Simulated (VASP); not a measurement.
# Sr4Ti3NbO12 (Im-3m) in VASP: settings compared

Aim: see how the results for Sr4Ti3NbO12 move with the level of theory and the settings. Levels: r2SCAN, PBEsol. Tasks: band structure.

Everything below comes from runs of VASP 6.6.1. Logs are shortened: lines on timing, memory, paths and dates and some standing lists are left out, and cuts for length are marked.

## Step 1: The crystal as given

Symmetry: Im-3m, No. 229, cubic system. The conventional cell has a = 7.855 Å, b = 7.855 Å, c = 7.855 Å, α = 90.00°, β = 90.00°, γ = 90.00°. Sr (site symmetry -3m) is surrounded by 12 O at 2.78 Å. Nb (site symmetry m-3m) is surrounded by 6 O at 1.97 Å. Ti (site symmetry 4/mmm) has 6 O at 1.96 Å as nearest neighbours. O (site symmetry 4mm) has 1 Ti at 1.96 Å and 1 Nb at 1.97 Å as nearest neighbours. O (site symmetry -4m2) has 2 Ti at 1.96 Å as nearest neighbours.

The cell was built by a generator and needn't be a form met in nature.

## Step 2: Band structure, r2SCAN

File INCAR:

```
  ALGO = Normal
  EDIFF = 1E-6
  ENCUT = 520
  ISIF = 2
  ISMEAR = 0
  KPAR = 4
  LASPH = T
  LCHARG = F
  LMAXMIX = 4
  LMIXTAU = T
  LREAL = F
  LWAVE = F
  METAGGA = R2SCAN
  NBANDS = 96
  NELM = 80
  PREC = Accurate
  SIGMA = 0.03
```

File KPOINTS:

```
k-points
0
Gamma
  6 6 6
```

File POSCAR:

```
Sr4Ti3NbO12                             
1.0
   -3.9275560221      3.9275560221      3.9275560221
    3.9275560221     -3.9275560221      3.9275560221
    3.9275560221      3.9275560221     -3.9275560221
  Sr              Nb              Ti              O             
     4     1     3    12
Direct
     0.5000000000000000    0.5000000000000000    0.5000000000000000
     0.0000000000000000    0.0000000000000000    0.5000000000000000
     0.0000000000000000    0.5000000000000000    0.0000000000000000
     0.5000000000000000    0.0000000000000000    0.0000000000000000
     0.0000000000000000    0.0000000000000000    0.0000000000000000
     0.5000000000000000    0.5000000000000000    0.0000000000000000
     0.5000000000000000    0.0000000000000000    0.5000000000000000
     0.0000000000000000    0.5000000000000000    0.5000000000000000
     0.0000000000000000    0.2507935011714366    0.2507935011714366
     0.5000000000000000    0.7500000000000000    0.2500000000000000
     0.5000000000000000    0.2500000000000000    0.7500000000000000
     0.0000000000000000    0.7492064988285634    0.7492064988285634
     0.2507935011714366    0.0000000000000000    0.2507935011714366
     0.7500000000000000    0.5000000000000000    0.2500000000000000
     0.7492064988285634    0.0000000000000000    0.7492064988285634
     0.2500000000000000    0.5000000000000000    0.7500000000000000
     0.2507935011714366    0.2507935011714366    0.0000000000000000
     0.7492064988285634    0.7492064988285634    0.0000000000000000
     0.7500000000000000    0.2500000000000000    0.5000000000000000
     0.2500000000000000    0.7500000000000000    0.5000000000000000
```

File KPOINTS_OPT:

```
explicit points
4
Reciprocal
 0.0000000000  0.0000000000  0.0000000000 1
 0.5000000000 -0.5000000000  0.5000000000 1
 0.2500000000  0.2500000000  0.2500000000 1
 0.0000000000  0.0000000000  0.5000000000 1
```

Potentials or basis: VASP PAW PBE potentials, release 64 (Sr_sv, Nb_sv, Ti_sv, O).

The run is started by

```console
$ cat potpaw_PBE.64/Sr_sv/POTCAR potpaw_PBE.64/Nb_sv/POTCAR potpaw_PBE.64/Ti_sv/POTCAR potpaw_PBE.64/O/POTCAR > POTCAR
$ mpirun -np 4 vasp_std > vasp.out
```

OUTCAR:

```text
EDIFF = 1E-6
   ENCUT = 520
   ISIF = 2
   ISMEAR = 0
   LASPH = T
   LREAL = F
   METAGGA = R2SCAN
   NELM = 80
   PREC = Accurate

 ion  position               nearest neighbor table
   1  0.500  0.500  0.500-  10 2.78  11 2.78  14 2.78  16 2.78  19 2.78  20 2.78  18 2.78  15 2.78
                            12 2.78  17 2.78  13 2.78   9 2.78   5 3.40   6 3.40   6 3.40   7 3.40
   2  0.000  0.000  0.500-  11 2.78  16 2.78  19 2.78  20 2.78  14 2.78  10 2.78  17 2.78  12 2.78
                            13 2.78  18 2.78  15 2.78   9 2.78   5 3.40   5 3.40   6 3.40   8 3.40
   3  0.000  0.500  0.000-  10 2.78  14 2.78  16 2.78  20 2.78  19 2.78  11 2.78  17 2.78  18 2.78
                            13 2.78   9 2.78  15 2.78  12 2.78   5 3.40   8 3.40   6 3.40   5 3.40
   4  0.500  0.000  0.000-  10 2.78  11 2.78  14 2.78  19 2.78  20 2.78  16 2.78  17 2.78  18 2.78
                            13 2.78   9 2.78  15 2.78  12 2.78   5 3.40   7 3.40   6 3.40   6 3.40
   5  0.000  0.000  0.000-   9 1.97  12 1.97  13 1.97  15 1.97  17 1.97  18 1.97   3 3.40   4 3.40
                             1 3.40   2 3.40   2 3.40   3 3.40   4 3.40   1 3.40
   6  0.500  0.500  0.000-  17 1.96  18 1.96  14 1.96  16 1.96  10 1.96  11 1.96   3 3.40   4 3.40
                             1 3.40   2 3.40   1 3.40   4 3.40   3 3.40   2 3.40
   7  0.500  0.000  0.500-  13 1.96  15 1.96  10 1.96  11 1.96  19 1.96  20 1.96   3 3.40   4 3.40
                             1 3.40   2 3.40   4 3.40   1 3.40   2 3.40   3 3.40
   8  0.000  0.500  0.500-   9 1.96  12 1.96  14 1.96  16 1.96  19 1.96  20 1.96   3 3.40   4 3.40
                             1 3.40   2 3.40   3 3.40   2 3.40   1 3.40   4 3.40
   9  0.000  0.251  0.251-   8 1.96   5 1.97   3 2.78   1 2.78   2 2.78   4 2.78
  10  0.500  0.750  0.250-   6 1.96   7 1.96   4 2.78   1 2.78   2 2.78   3 2.78
  11  0.500  0.250  0.750-   6 1.96   7 1.96   4 2.78   1 2.78   3 2.78   2 2.78
  12  0.000  0.749  0.749-   8 1.96   5 1.97   4 2.78   2 2.78   3 2.78   1 2.78
  13  0.251  0.000  0.251-   7 1.96   5 1.97   4 2.78   1 2.78   2 2.78   3 2.78
  14  0.750  0.500  0.250-   6 1.96   8 1.96   3 2.78   1 2.78   2 2.78   4 2.78
  15  0.749  0.000  0.749-   7 1.96   5 1.97   4 2.78   2 2.78   3 2.78   1 2.78
  16  0.250  0.500  0.750-   6 1.96   8 1.96   4 2.78   1 2.78   3 2.78   2 2.78
  17  0.251  0.251  0.000-   6 1.96   5 1.97   4 2.78   1 2.78   3 2.78   2 2.78
  18  0.749  0.749  0.000-   6 1.96   5 1.97   4 2.78   2 2.78   3 2.78   1 2.78
  19  0.750  0.250  0.500-   7 1.96   8 1.96   3 2.78   1 2.78   2 2.78   4 2.78
  20  0.250  0.750  0.500-   7 1.96   8 1.96   4 2.78   1 2.78   2 2.78   3 2.78

  LATTYP: Found a body centered cubic cell.
 ALAT       =     7.8551120442

  Lattice vectors:

 A1 = (  -3.9275560221,   3.9275560221,   3.9275560221)
 A2 = (   3.9275560221,  -3.9275560221,   3.9275560221)
 A3 = (   3.9275560221,   3.9275560221,  -3.9275560221)

Analysis of symmetry for initial positions (statically):
=====================================================================
 Subroutine PRICEL returns:
 Original cell was already a primitive cell.

 Routine SETGRP: Setting up the symmetry group for a
 body centered cubic supercell.

 Subroutine GETGRP returns: Found 48 space group operations
 (whereof 48 operations were pure point group operations)
 out of a pool of 48 trial point group operations.

The static configuration has the point symmetry O_h .

Analysis of symmetry for dynamics (positions and initial velocities):
=====================================================================
 Subroutine PRICEL returns:
 Original cell was already a primitive cell.

 Routine SETGRP: Setting up the symmetry group for a
 body centered cubic supercell.

 Subroutine GETGRP returns: Found 48 space group operations
 (whereof 48 operations were pure point group operations)
 out of a pool of 48 trial point group operations.

The dynamic configuration has the point symmetry O_h .

 Subroutine INISYM returns: Found 48 space group operations
 (whereof 48 operations are pure point group operations),
 and found     1 'primitive' translations

----------------------------------------------------------------------------------------

                                     Primitive cell

  volume of cell :     242.3411

  direct lattice vectors                    reciprocal lattice vectors
    -3.927556022  3.927556022  3.927556022     0.000000000  0.127305632  0.127305632
     3.927556022 -3.927556022  3.927556022     0.127305632  0.000000000  0.127305632
     3.927556022  3.927556022 -3.927556022     0.127305632  0.127305632  0.000000000

  length of vectors
     6.802726580  6.802726580  6.802726580     0.180037351  0.180037351  0.180037351

  position of ions in fractional coordinates (direct lattice)
     0.500000000  0.500000000  0.500000000
     0.000000000  0.000000000  0.500000000
     0.000000000  0.500000000  0.000000000
     0.500000000  0.000000000  0.000000000
     0.000000000  0.000000000  0.000000000
     0.500000000  0.500000000  0.000000000
[... 12 lines left out ...]
     0.750000000  0.250000000  0.500000000
     0.250000000  0.750000000  0.500000000

  ion indices of the primitive-cell ions
   primitive index   ion index
                 1           1
                 2           2
                 3           3
                 4           4
                 5           5
                 6           6
[... 12 lines left out ...]
                19          19
                20          20

----------------------------------------------------------------------------------------

 KPOINTS: k-points

Automatic generation of k-mesh.
 Grid dimensions read from file:
 generate k-points for:    6    6    6

 Generating k-lattice:

  Cartesian coordinates                     Fractional coordinates (reciprocal lattice)
     0.000000000  0.021217605  0.021217605     0.166666667  0.000000000  0.000000000
     0.021217605  0.000000000  0.021217605     0.000000000  0.166666667  0.000000000
     0.021217605  0.021217605  0.000000000     0.000000000  0.000000000  0.166666667

  Length of vectors
     0.030006225  0.030006225  0.030006225

  Shift w.r.t. Gamma in fractional coordinates (k-lattice)
     0.000000000  0.000000000  0.000000000

 Subroutine IBZKPT returns following result:
 ===========================================

 Found     16 irreducible k-points:

 Following reciprocal coordinates:
            Coordinates               Weight
  0.000000  0.000000  0.000000      1.000000
  0.166667  0.000000  0.000000     12.000000
  0.333333  0.000000  0.000000     12.000000
  0.500000  0.000000  0.000000      6.000000
  0.166667  0.166667  0.000000     24.000000
  0.333333  0.166667  0.000000     48.000000
[... 8 lines left out ...]
  0.500000  0.500000  0.333333     12.000000
  0.500000  0.500000  0.500000      1.000000
   k-points           NKPTS =     16   k-points in BZ     NKDIM =     16   number of bands    NBANDS=     96
   number of dos      NEDOS =    301   number of ions     NIONS =     20
   total plane-waves  NPLWV = 157464
   dimension x,y,z NGX =    54 NGY =   54 NGZ =   54
   dimension x,y,z NGXF=   108 NGYF=  108 NGZF=  108
   ions per type =               4   1   3  12
   NGX,Y,Z   is equivalent  to a cutoff of  13.20, 13.20, 13.20 a.u.
   NGXF,Y,Z  is equivalent  to a cutoff of  26.39, 26.39, 26.39 a.u.
 SYSTEM =  unknown system
   PREC   = accura    normal or accurate (medium, high low for compatibility)
   ISTART =      0    job   : 0-new  1-cont  2-samecut
   ICHARG =      2    charge: 1-file 2-atom 10-const
   ISPIN  =      1    spin polarized calculation?
   LNONCOLLINEAR =      F non collinear calculations
   LSORBIT =      F    spin-orbit coupling
   LASPH  =      T    aspherical Exc in radial PAW
   ENCUT  =  520.0 eV  38.22 Ry    6.18 a.u.  12.65 12.65 12.65*2*pi/ulx,y,z
   NELM   =     80;   NELMIN=  2; NELMDL= -5     # of ELM steps
   EDIFF  = 0.1E-05   stopping-criterion for ELM
   LREAL  =      F    real-space projection
   EDIFFG = 0.1E-04   stopping-criterion for IOM
   NSW    =      0    number of steps for IOM
   IBRION =     -1    ionic relax: 0-MD 1-quasi-New 2-CG
   NFREE  =      0    steps in history (QN), initial steepest desc. (CG)
   ISIF   =      2    stress and relaxation
   ISYM   =      2    0-nonsym 1-usesym 2-fastsym
   POTIM  = 0.5000    time-step for ionic-motion
   TEBEG  =    0.0;   TEEND  =   0.0 temperature during run
   PSTRESS=    0.0 pullay stress
   NELECT =     161.0000    total number of electrons
   NUPDOWN=      -1.0000    fix difference up-down
   EMIN   =  10.00;   EMAX   =-10.00  energy-range for DOS
   EFERMI =   0.00;   METHOD = LEGACY
   ISMEAR =     0;   SIGMA  =   0.03  broadening in eV -4-tet -1-fermi 0-gaus
   EFERMI_NEDOS =   21; number of points for ismear=-14 and -15
   IALGO  =     38    algorithm
   IMIX   =      4    mixing-type and parameters
     AMIX     =   0.40;   BMIX     =  1.00
     AMIX_MAG =   1.60;   BMIX_MAG =  1.00
  volume/ion in A,a.u.               =      12.12        81.77
  Fermi-wavevector in a.u.,A,eV,Ry     =   1.428481  2.699437 27.763468  2.040557
  Thomas-Fermi vector in A             =   2.548538
   LORBIT       =      0    0 simple, 1 ext, 2 COOP (PROOUT), +10 PAW based schemes
   METAGGA = R2SCAN    functional components
   LHFCALC =     F    Hartree Fock is set to
   AEXX    =    0.0000 exact exchange contribution
   IVDW    =     0    specifies the selected vdW correction
   LEPSILON=     F    determine dielectric tensor
   LRPA    =     F    only Hartree local field effects (RPA)
 non-spin polarized calculation
 Gauss-broadening in eV      SIGMA  =   0.03
  energy-cutoff  :      520.00
  volume of cell :      242.34
 maximum number of plane-waves:      6602
 NGX is ok and might be reduce to    54
   NGX = 25   NGY = 25   NGZ = 25

 number of electron     161.0000034 magnetization

 Free energy of the ion-electron system (eV)
  ---------------------------------------------------
  ext. energy  EPLUGINS =         0.00000000
  ---------------------------------------------------
  free energy    TOTEN  =      -263.63683283 eV

  energy without entropy =     -263.63316901  energy(sigma->0) =     -263.63500092

 E-fermi :   6.8410     XC(G=0): -11.9240

 val. band max:        6.8352452879   @ k =   0.1667   0.1667   0.0000
 cond. band min:       6.9290878070   @ k =  -0.3333   0.5000   0.1667
 fundamental gap:      0.0938425191
 Fermi energy:         6.8409622148

 k-point     1 :       0.0000    0.0000    0.0000
  band No.  band energies     occupation
      1     -54.0899      2.00000
      2     -54.0875      2.00000
      3     -54.0875      2.00000
      4     -52.1781      2.00000
      5     -29.9685      2.00000
      6     -29.9294      2.00000
[... 84 lines left out ...]
     91       9.2149      0.00000
     92       9.2245      0.00000

 k-point     2 :       0.1667    0.0000    0.0000
  band No.  band energies     occupation
      1     -54.0898      2.00000
      2     -54.0877      2.00000
      3     -54.0875      2.00000
      4     -52.1781      2.00000
      5     -29.9677      2.00000
      6     -29.9341      2.00000
[... 1414 lines left out ...]
     91       9.3340      0.00000
     92       9.3340      0.00000
 [bands above 92 left out]

------------------------ aborting loop because EDIFF is reached ----------------------------------------

  FORCE on cell =-STRESS in cart. coord.  units (eV):
  Direction    XX          YY          ZZ          XY          YZ          ZX
  --------------------------------------------------------------------------------------
  -------------------------------------------------------------------------------------
  Total        5.6491936      5.6491936      5.6491936      0.0000000      0.0000000      0.0000000
  in kB       37.3482176     37.3482176     37.3482176      0.0000000      0.0000000      0.0000000
  external PRESSURE =      37.3482176 kB  Pullay stress =       0.0000000 kB

 VOLUME and BASIS-vectors are now :
 -----------------------------------------------------------------------------
  energy-cutoff  :      520.00
  volume of cell :      242.34
      direct lattice vectors                 reciprocal lattice vectors
    -3.927556022  3.927556022  3.927556022     0.000000000  0.127305632  0.127305632
     3.927556022 -3.927556022  3.927556022     0.127305632  0.000000000  0.127305632
     3.927556022  3.927556022 -3.927556022     0.127305632  0.127305632  0.000000000

 POSITION                                       TOTAL-FORCE (eV/Angst)
 -----------------------------------------------------------------------------------
      1.96378      1.96378      1.96378        -0.000000     -0.000000      0.000000
      1.96378      1.96378     -1.96378        -0.000000     -0.000000      0.000000
      1.96378     -1.96378      1.96378        -0.000000     -0.000000      0.000000
     -1.96378      1.96378      1.96378        -0.000000     -0.000000      0.000000
      0.00000      0.00000      0.00000        -0.000000     -0.000000      0.000000
      0.00000      0.00000      3.92756        -0.000000     -0.000000      0.000000
[... 12 lines left out ...]
     -0.00000      3.92756      1.96378        -0.000000     -0.000000     -0.000000
      3.92756     -0.00000      1.96378        -0.000000     -0.000000     -0.000000
 -----------------------------------------------------------------------------------
    total drift:                                0.000000      0.000000     -0.000000

  FREE ENERGIE OF THE ION-ELECTRON SYSTEM (eV)
  ---------------------------------------------------
  free  energy   TOTEN  =      -263.6368328315 eV

  energy  without entropy=     -263.6331690082  energy(sigma->0) =     -263.63500092
```

It took 17 min on 4 MPI ranks of Intel Xeon Platinum 8375C at 2.90GHz (Ice Lake), shared host; peak memory 0.85 GiB.

Results:

* Free energy: -263.6368 eV
* Pressure: 3.7 GPa
* Largest force: 0.010 eV/Å
* Band gap along the path: none (metal or under the smearing width)

Forces in eV/Å, atoms in the order of the input:
```
Sr   0.000  0.000  0.000
Sr   0.000  0.000  0.000
Sr   0.000  0.000  0.000
Sr   0.000  0.000  0.000
Nb   0.000  0.000  0.000
Ti   0.000  0.000  0.000
Ti   0.000  0.000  0.000
Ti   0.000  0.000  0.000
O   -0.010  0.000  0.000
O    0.000  0.000  0.000
O    0.000  0.000  0.000
O    0.010  0.000  0.000
O    0.000 -0.010  0.000
O    0.000  0.000  0.000
O    0.000  0.010  0.000
O    0.000  0.000  0.000
O    0.000  0.000 -0.010
O    0.000  0.000  0.010
O    0.000  0.000  0.000
O    0.000  0.000  0.000
```

Caveat: the PAW data sets were made with another functional, which shifts forces and pressure a little; an odd number of electrons without spin polarisation forces a metal; a magnetic or distorted state may lie lower; semilocal functionals often make such compounds metallic where correlation or magnetic order opens a gap, which also shifts bond lengths.

## Step 3: Band structure, PBEsol

File INCAR:

```
SYSTEM = Sr4Ti3NbO12
PREC = Accurate
ENCUT = 520
EDIFF = 1E-7
ISMEAR = 0
SIGMA = 0.03
LREAL = .False.
LASPH = .True.
NELM = 80
ALGO = Normal
ISIF = 2
LWAVE = .False.
LCHARG = .False.
LMAXMIX = 4
GGA = PS
NBANDS = 96
ICORELEVEL = 1
KPAR = 4
```

File KPOINTS:

```
Automatic mesh
0
Gamma
  6 6 6
  0 0 0
```

POSCAR is that of step 2.

KPOINTS_OPT is that of step 2.

Potentials or basis: VASP PAW PBE potentials, release 64 (Sr_sv, Nb_sv, Ti_sv, O).

The run is started by

```console
$ cat potpaw_PBE.64/Sr_sv/POTCAR potpaw_PBE.64/Nb_sv/POTCAR potpaw_PBE.64/Ti_sv/POTCAR potpaw_PBE.64/O/POTCAR > POTCAR
$ mpirun -np 4 vasp_std > vasp.out
```

It took 2.5 min on 4 MPI ranks of Intel Xeon 6975P-C (Granite Rapids), shared host; peak memory 0.74 GiB.

It converged, with:

| Property | Result |
| --- | --- |
| Free energy | -169.3868 eV |
| Pressure | 0.2 GPa |
| Band gap along the path | none (metal or under the smearing width) |

Levels at points of the mesh, in eV from the Fermi level:
```
           k point  band 77  band 78  band 79  band 80  band 81  band 82  band 83  band 84
(0.00, 0.00, 0.00)    -2.76    -2.53    -2.53    -2.53    -0.37    -0.37    -0.37     1.72
(0.50, 0.00, 0.00)    -3.07    -3.07    -3.02    -2.84     0.72     0.80     0.89     0.95
(0.50, 0.50, 0.50)    -2.98    -2.43    -2.43    -2.43    -0.15    -0.15    -0.15     1.71
```

Core levels (eV, on the scale of the bands):
| atom | levels |
| --- | --- |
| 1 Sr | 1s -15922.8, 2s -2145.4, 2p -1904.8, 3s -321.4, 3p -243.8, 3d -115.7 |
| 2 Sr | 1s -15922.8, 2s -2145.4, 2p -1904.8, 3s -321.4, 3p -243.8, 3d -115.7 |
| 3 Sr | 1s -15922.8, 2s -2145.4, 2p -1904.8, 3s -321.4, 3p -243.8, 3d -115.7 |
| 4 Sr | 1s -15922.8, 2s -2145.4, 2p -1904.8, 3s -321.4, 3p -243.8, 3d -115.7 |
| 5 Nb | 1s -18796.9, 2s -2622.4, 2p -2340.5, 3s -430.8, 3p -338.7, 3d -188.2 |
| 6 Ti | 1s -4857.7, 2s -526.7, 2p -434.0 |

Caveat: the PAW data sets were made with another functional, which shifts forces and pressure a little; an odd number of electrons without spin polarisation forces a metal; a magnetic or distorted state may lie lower; semilocal functionals often make such compounds metallic where correlation or magnetic order opens a gap, which also shifts bond lengths.
